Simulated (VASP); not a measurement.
**GaS (space group R-3m): computed properties**

Calculation: PBEsol GGA, VASP's PBE PAW potentials (set 64) (plane waves; VASP).

```
Item                                                                                                                    Value
---------------------------------------------  ------------------------------------------------------------------------------
space group                                                                                                        R-3m (166)
cell                                           a = 3.5734 Å, b = 3.5734 Å, c = 23.9977 Å, α = 90.00°, β = 90.00°, γ = 120.00°
volume per atom                                                                                                22.11 Å^3/atom
band gap (over mesh and band path)                                                                                    1.80 eV
smallest direct gap (over mesh and band path)                                                                         1.80 eV
band-edge character                                                                                            direct, T to T
density                                                                                                            3.82 g/cm³
```

```xyz
4
Lattice="1.7867 1.0315 7.9992 -1.7867 1.0315 7.9992 0.0000 -2.0631 7.9992" Properties=species:S:1:pos:R:3 pbc="T T T"
Ga     0.0000     0.0000    22.7836
Ga     0.0000     0.0000     1.2141
S      0.0000     0.0000     5.7021
S      0.0000     0.0000    18.2955
```

The structure comes from a computed database's GaS entry (R-3m); how it stands against other phases isn't given here. It was relaxed first. Symmetry was kept, so distortions that lower it aren't found.
